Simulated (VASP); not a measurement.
## Hf2Ga with and without spin-orbit coupling

Aim: run bands, DOS and a relaxation of Hf2Ga twice, without and with spin-orbit coupling. All runs use PBEsol. Left out of this account: 1 further run (self-consistent run: a reference on another mesh). The start is a cell from a database of measured crystal structures.

Program: VASP 6.6.1. Level of theory: PBEsol; plane waves and PAW (Hf_pv, Ga_d), in the first sound run; inputs show where later runs differ. Results are calculated unless marked as measured.

### Step 1. The starting structure

It takes space group I4/mcm (No. 140, tetragonal). The conventional cell has a = 6.690 Å, b = 6.690 Å, c = 5.294 Å, α = 90.00°, β = 90.00°, γ = 90.00°. Nearest to Hf lie 4 Ga at 2.84 Å and 3 Hf at 3.03 to 3.15 Å. Nearest to Ga lie 2 Ga at 2.65 Å and 8 Hf at 2.84 Å. Farther neighbours are not listed.

### Step 2. Band structure (PBEsol)

The mesh alone shows little of the dispersion and can miss band extrema, so KPOINTS_OPT adds a path through the symmetry points after the self-consistent cycle. PBEsol restores the gradient expansion of exchange and is tuned for the cells of solids.

INCAR

```
SYSTEM = Hf2Ga
PREC = Accurate
ENCUT = 400
EDIFF = 1E-06
NELM = 100
ISMEAR = -1
SIGMA = 0.05
LREAL = .FALSE.
ALGO = Normal
GGA = PS
NBANDS = 50
LASPH = .TRUE.
LORBIT = 11
LWAVE = .FALSE.
LCHARG = .FALSE.
KPAR = 4
```

POSCAR

```
Hf2Ga
1.0
   -3.3450000000      3.3450000000      2.6470000000
    3.3450000000     -3.3450000000      2.6470000000
    3.3450000000      3.3450000000     -2.6470000000
Hf Ga
4 2
Direct
    0.6600000000      0.1600000000      0.8200000000
    0.1600000000      0.3400000000      0.5000000000
    0.3400000000      0.8400000000      0.1800000000
    0.8400000000      0.6600000000      0.5000000000
    0.2500000000      0.2500000000      0.0000000000
    0.7500000000      0.7500000000      0.0000000000
```

KPOINTS

```
Automatic mesh
0
Gamma
6 6 6
0 0 0
```

KPOINTS_OPT

```
Line mode
16
Line-mode
Reciprocal
  0.00000000   0.00000000   0.00000000 GAMMA
  0.00000000   0.00000000   0.50000000 X

  0.00000000   0.00000000   0.50000000 X
 -0.50000000   0.50000000   0.50000000 M

 -0.50000000   0.50000000   0.50000000 M
  0.00000000   0.00000000   0.00000000 GAMMA

  0.00000000   0.00000000   0.00000000 GAMMA
  0.40655093   0.40655093  -0.40655093 Z

  0.40655093   0.40655093  -0.40655093 Z
  0.25000000   0.25000000   0.25000000 P

  0.25000000   0.25000000   0.25000000 P
  0.00000000   0.50000000   0.00000000 N

  0.00000000   0.50000000   0.00000000 N
 -0.40655093   0.59344907   0.40655093 Z1

 -0.40655093   0.59344907   0.40655093 Z1
 -0.50000000   0.50000000   0.50000000 M

  0.00000000   0.00000000   0.50000000 X
  0.25000000   0.25000000   0.25000000 P
```

PAW data sets: Hf_pv and Ga_d (PBE family, release 64).

Launch:

```sh
mpirun -np 4 vasp_std
```

The program printed:

```text
[banner, memory and clock lines left out]
running    4 mpi-ranks, on    1 nodes
 distrk:  each k-point on    1 cores,    4 groups
 distr:  one band on    1 cores,    1 groups

 POSCAR found type information on POSCAR HfGa
 POSCAR found :  2 types and       6 ions
|                                                                             |
|               ----> ADVICE to this user running VASP <----                  |
|                                                                             |
|     You enforced a specific xc type in the INCAR file but a different       |
|     [... a line on the potential file left out ...]
|     I HOPE YOU KNOW WHAT YOU ARE DOING!                                     |
|                                                                             |

 LDA part: xc-table for (Slater+PW92), standard interpolation
 POSCAR, INCAR and KPOINTS ok, starting setup
 FFT: planning ... GRIDC
 FFT: planning ... GRID_SOFT
 FFT: planning ... GRID
 WAVECAR not read
 entering main loop
       N       E                     dE             d eps       ncg     rms          rms(c)
DAV:   1     0.479837684434E+03    0.47984E+03   -0.26669E+04  3308   0.153E+03
DAV:   2     0.948977901959E+01   -0.47035E+03   -0.44254E+03  3232   0.462E+02
DAV:   3    -0.511166946775E+02   -0.60606E+02   -0.58082E+02  3576   0.122E+02
DAV:   4    -0.538611133463E+02   -0.27444E+01   -0.26926E+01  3886   0.258E+01
DAV:   5    -0.539421818851E+02   -0.81069E-01   -0.80792E-01  3792   0.431E+00    0.922E+01
DAV:   6    -0.517219974137E+02    0.22202E+01   -0.27671E+00  3740   0.669E+00    0.562E+01
DAV:   7    -0.513235636182E+02    0.39843E+00   -0.33560E+00  4028   0.830E+00    0.460E+00
DAV:   8    -0.512330779969E+02    0.90486E-01   -0.35531E-01  3370   0.297E+00    0.171E+00
DAV:   9    -0.512322504207E+02    0.82758E-03   -0.42211E-02  4076   0.859E-01    0.784E-01
DAV:  10    -0.512319572711E+02    0.29315E-03   -0.18210E-03  3588   0.189E-01    0.367E-01
DAV:  11    -0.512319589064E+02   -0.16353E-05   -0.18659E-04  3956   0.630E-02    0.401E-02
DAV:  12    -0.512319592541E+02   -0.34769E-06   -0.13985E-05  4016   0.162E-02    0.487E-02
DAV:  13    -0.512319596692E+02   -0.41504E-06   -0.16848E-06  2806   0.610E-03
   1 F= -.51231960E+02 E0= -.51206947E+02  d E =-.500255E-01
 Start KPOINTS_OPT (optional k-point list driver)
k-point batch [1-30\144]
       N       E                     dE             ncg
DAV:   1    -0.596746778945E+04   -0.33952E+05     3318
DAV:   2    -0.202034361367E+05   -0.14236E+05     3272
DAV:   3    -0.220165133187E+05   -0.18131E+04     3576
DAV:   4    -0.221003363540E+05   -0.83823E+02     3904
DAV:   5    -0.221029986373E+05   -0.26623E+01     3928
DAV:   6    -0.221031128093E+05   -0.11417E+00     4480
DAV:   7    -0.221031145853E+05   -0.17760E-02     4010
DAV:   8    -0.221031146241E+05   -0.38789E-04     4260
DAV:   9    -0.221031146246E+05   -0.52469E-06     2692
[...]
k-point batch [121-144\144]
       N       E                     dE             ncg
DAV:   1     0.505399237887E+04   -0.39788E+05     2688
DAV:   2    -0.626958323150E+04   -0.11324E+05     2640
DAV:   3    -0.772116486335E+04   -0.14516E+04     2870
DAV:   4    -0.778849075301E+04   -0.67326E+02     3110
DAV:   5    -0.779066649055E+04   -0.21757E+01     3108
DAV:   6    -0.779077726672E+04   -0.11078E+00     3530
DAV:   7    -0.779077859257E+04   -0.13259E-02     3200
DAV:   8    -0.779077862258E+04   -0.30009E-04     3202
DAV:   9    -0.779077862314E+04   -0.56319E-06     2208
```

Run time: 73 s. Hardware: 4 MPI ranks of Intel Xeon 6975P-C (Granite Rapids), shared host; peak memory 1.3 GiB; 4.8 min of CPU time.

Lines that name or quote the potential files are left out of all logs, and their timing lines are given in words.

OUTCAR, selected parts (step 2):

```text
ion  position               nearest neighbor table
   1  0.660  0.160  0.820-   5 2.84   6 2.84   5 2.84   6 2.84   3 3.03   3 3.15   3 3.15   2 3.40
                             4 3.40   4 3.40   2 3.40   2 3.56   4 3.56   4 3.56   2 3.56
   2  0.160  0.340  0.500-   6 2.84   5 2.84   5 2.84   6 2.84   4 3.03   4 3.15   4 3.15   1 3.40
                             3 3.40   1 3.40   3 3.40   1 3.56   3 3.56   3 3.56   1 3.56
   3  0.340  0.840  0.180-   5 2.84   6 2.84   5 2.84   6 2.84   1 3.03   1 3.15   1 3.15   4 3.40
                             2 3.40   2 3.40   4 3.40   4 3.56   2 3.56   4 3.56   2 3.56
   4  0.840  0.660  0.500-   5 2.84   6 2.84   6 2.84   5 2.84   2 3.03   2 3.15   2 3.15   1 3.40
                             3 3.40   1 3.40   3 3.40   1 3.56   3 3.56   1 3.56   3 3.56
   5  0.250  0.250  0.000-   6 2.65   6 2.65   1 2.84   3 2.84   1 2.84   3 2.84   2 2.84   4 2.84
                             4 2.84   2 2.84
   6  0.750  0.750  0.000-   5 2.65   5 2.65   1 2.84   3 2.84   1 2.84   3 2.84   4 2.84   4 2.84
                             2 2.84   2 2.84

  LATTYP: Found a body centered tetragonal cell.
 ALAT       =     6.6900000000
 C/A-ratio  =     0.7913303438

 Subroutine GETGRP returns: Found 16 space group operations
 (whereof  8 operations were pure point group operations)

The static configuration has the point symmetry C_4h.
 The point group associated with its full space group is D_4h.

 Found     30 irreducible k-points:

   k-points           NKPTS =     30   k-points in BZ     NKDIM =     30   number of bands    NBANDS=     50

   dimension x,y,z NGX =    36 NGY =   36 NGZ =   36
   dimension x,y,z NGXF=    72 NGYF=   72 NGZF=   72

   ENCUT  =  400.0 eV  29.40 Ry    5.42 a.u.   8.84  8.84  8.84*2*pi/ulx,y,z

   NELECT =      66.0000    total number of electrons

 k-points in reciprocal lattice and weights: Automatic mesh
   0.00000000  0.00000000  0.00000000       0.005
   0.16666667  0.00000000 -0.00000000       0.037
   0.33333333  0.00000000 -0.00000000       0.037
   0.50000000  0.00000000 -0.00000000       0.019
   0.16666667  0.16666667 -0.00000000       0.037
   0.33333333  0.16666667  0.00000000       0.074
   0.50000000  0.16666667 -0.00000000       0.074
  -0.33333333  0.16666667  0.00000000       0.074
  -0.16666667  0.16666667  0.00000000       0.019
[...]
-0.33333333 -0.33333333  0.33333333       0.009
   0.50000000  0.50000000  0.50000000       0.005

 average (electrostatic) potential at core
       1 -36.7802       2 -36.7802       3 -36.7802       4 -36.7802       5 -64.2419
       6 -64.2419

 E-fermi :   4.8216

 k-point     1 :       0.0000    0.0000    0.0000
  band No.  band energies     occupation
    ...
     30       3.9214      2.00000
     31       4.0208      2.00000
     32       4.2717      1.99997
     33       4.3371      1.99988
     34       4.3371      1.99988
     35       6.8774      0.00000
     36       6.8817      0.00000
     37       7.0059      0.00000
     38       7.4035      0.00000
     39       7.4035      0.00000
    ...

 k-point     2 :       0.1667    0.0000   -0.0000
  band No.  band energies     occupation
    ...
     30       3.9985      2.00000
     31       4.0024      2.00000
     32       4.2547      1.99998
     33       4.3703      1.99976
     34       4.7466      1.63530
     35       6.4969      0.00000
     36       6.6770      0.00000
     37       6.8671      0.00000
     38       7.5262      0.00000
     39       7.5768      0.00000
    ...

 k-point     3 :       0.3333    0.0000   -0.0000
  band No.  band energies     occupation
    ...
     29       4.0097      2.00000
     30       4.1350      2.00000
     31       4.3228      1.99991
     32       4.3729      1.99975
     33       4.6066      1.97326
     34       5.1890      0.00129
     35       5.8479      0.00000
     36       5.9063      0.00000
     37       6.6562      0.00000
     38       7.9904      0.00000
    ...

  Total       -3.3465047     -3.3465047     -2.0850884      0.0000000     -0.0000000      0.0000000
  in kB      -45.2580511    -45.2580511    -28.1986859      0.0000000     -0.0000000      0.0000000
  external PRESSURE =     -39.5715960 kB  Pullay stress =       0.0000000 kB

  energy-cutoff  :      400.00
  volume of cell :      118.47
      direct lattice vectors                 reciprocal lattice vectors
    -3.345000000  3.345000000  2.647000000     0.000000000  0.149476831  0.188893087
     3.345000000 -3.345000000  2.647000000     0.149476831  0.000000000  0.188893087
     3.345000000  3.345000000 -2.647000000     0.149476831  0.149476831  0.000000000

 POSITION                                       TOTAL-FORCE (eV/Angst)
 -----------------------------------------------------------------------------------
      1.07040      4.41540     -0.00000        -0.424650     -0.424650     -0.000000
      2.27460      1.07040      0.00000         0.424650     -0.424650      0.000000
      2.27460     -1.07040      2.64700         0.424650      0.424650      0.000000
      1.07040      2.27460      2.64700        -0.424650      0.424650      0.000000
      0.00000      0.00000      1.32350         0.000000      0.000000     -0.000000
      0.00000      0.00000      3.97050         0.000000     -0.000000     -0.000000
 -----------------------------------------------------------------------------------
    total drift:                                0.000000      0.000000     -0.000000

  FREE ENERGIE OF THE ION-ELECTRON SYSTEM (eV)
  ---------------------------------------------------
  free  energy   TOTEN  =       -51.2319596692 eV

  energy  without entropy=      -51.1819342043  energy(sigma->0) =      -51.20694694

 total charge
# of ion       s       p       d       tot
------------------------------------------
    1        0.337   6.411   1.505   8.253
    2        0.337   6.411   1.505   8.253
    3        0.337   6.411   1.505   8.253
    4        0.337   6.411   1.505   8.253
    5        0.924   1.017   9.959  11.899
    6        0.924   1.017   9.959  11.899
--------------------------------------------------
tot          3.196  27.677  25.937  56.810

[... 3 further parts left out ...]
```

The k-mesh is coarse for a metal. Spin-orbit coupling is off here; with elements this heavy it splits and shifts levels by tenths of an eV or more. Harder data sets than Hf_pv exist (the GW ones), and pressures, volumes and forces can shift noticeably with them. The PAW data sets were made with PBE, which is usual practice but a small mismatch for other functionals. At this level the cell is under a tension of 4.0 GPa, so at these settings it is away from equilibrium.

This step gave:

- electronic steps: 13
- electrons: 66
- bands: 50
- irreducible k points: 30
- symmetry operations: 16
- free energy (TOTEN): -51.2320 eV
- energy at zero smearing: -51.2069 eV
- Fermi energy: 4.822 eV
- pressure: -3.957 GPa
- metallic: yes

Electronic bands along the path, in eV, zero at the Fermi level; # counts the bands kept, so #1 is VASP's band 23:

```tsv
point	#8	#9	#10	#11	#12	#13	#14	#15
Γ	-0.90	-0.80	-0.55	-0.48	-0.48	2.06	2.06	2.18
0.53 of the way	-0.83	-0.80	-0.68	-0.56	-0.31	1.96	2.11	2.12
X	-1.13	-1.03	-0.53	-0.16	0.03	1.68	1.72	2.18
0.53 of the way	-0.66	-0.61	-0.33	-0.09	-0.03	1.09	1.83	1.95
M	-1.12	-0.40	-0.17	0.39	0.77	0.89	0.89	1.88
0.47 of the way	-0.57	-0.57	-0.50	-0.49	-0.37	1.34	1.82	2.17
Γ	-0.90	-0.80	-0.55	-0.48	-0.48	2.06	2.06	2.18
0.53 of the way	-0.83	0.09	0.09	0.53	0.64	0.67	1.22	1.63
Z	-1.07	-0.45	0.28	0.29	1.04	1.04	1.12	1.40
0.47 of the way	-0.42	-0.37	0.03	0.04	0.08	0.79	1.03	2.19
P	-0.58	-0.18	-0.18	-0.18	-0.18	0.57	0.57	2.73
0.53 of the way	-0.44	-0.23	-0.23	0.09	0.09	0.49	0.49	2.70
N	-0.35	-0.25	-0.25	0.25	0.25	0.46	0.46	2.61
0.53 of the way	-0.64	-0.34	0.05	0.20	0.46	0.90	1.21	1.86
Z1	-1.07	-0.45	0.28	0.29	1.04	1.04	1.12	1.40
0.53 of the way	-1.11	-0.44	-0.05	0.34	0.88	0.93	0.93	1.66
M	-1.12	-0.40	-0.17	0.39	0.77	0.89	0.89	1.88
jump to X	-1.13	-1.03	-0.53	-0.16	0.03	1.68	1.72	2.18
0.47 of the way	-1.09	-0.79	-0.51	-0.32	0.20	0.97	1.66	1.76
P	-0.58	-0.18	-0.18	-0.18	-0.18	0.57	0.57	2.73
```

Of the projections kept (Hf, Ga), the largest for each band there; the rest of the weight can lie on other orbitals:

```tsv
point	#8	#9	#10	#11	#12	#13	#14	#15
Γ	Hf 0.98	Hf 0.99	Hf 0.97	Hf 0.76	Hf 0.76	Hf 1.00	Hf 0.98	Hf 0.98
X	Hf 0.58	Hf 0.97	Hf 0.99	Hf 0.77	Hf 0.86	Hf 0.97	Hf 0.95	Hf 0.94
M	Hf 0.74	Hf 0.83	Hf 0.98	Hf 0.97	Hf 0.96	Hf 0.88	Hf 0.88	Hf 0.93
Γ	Hf 0.98	Hf 0.99	Hf 0.97	Hf 0.76	Hf 0.76	Hf 1.00	Hf 0.98	Hf 0.98
Z	Hf 0.73	Hf 0.78	Hf 0.96	Hf 0.96	Hf 0.90	Hf 0.90	Hf 0.98	Hf 0.93
P	Hf 0.93	Hf 0.94	Hf 0.94	Hf 0.87	Hf 0.87	Hf 0.90	Hf 0.90	Hf 0.87
```

Force by atom:

```tsv
atom	x (eV/Å)	y (eV/Å)	z (eV/Å)	size
Hf1	-0.425	-0.425	0.000	0.601
Hf2	0.425	-0.425	0.000	0.601
Hf3	0.425	0.425	0.000	0.601
Hf4	-0.425	0.425	0.000	0.601
Ga5	0.000	0.000	0.000	0.000
Ga6	0.000	0.000	0.000	0.000
```

There is no gap at this level.

(Continued in part 2 of 4.)

[Lines on the potential files, build, host, timing and source positions are cut from VASP's logs without a mark.]

[Logs are printed without paths, hosts, clocks, repeated set-up lines and the standing remarks that a program may print on its own settings, such as how far it seeks lower states.]

[Hosts, paths, dates, database ids (printed as entryN), source tags and the programs' standing remarks are cut or masked in the printed files.]

[A measured line is paired with the nearest computed mode of its activity, which favours agreement.]
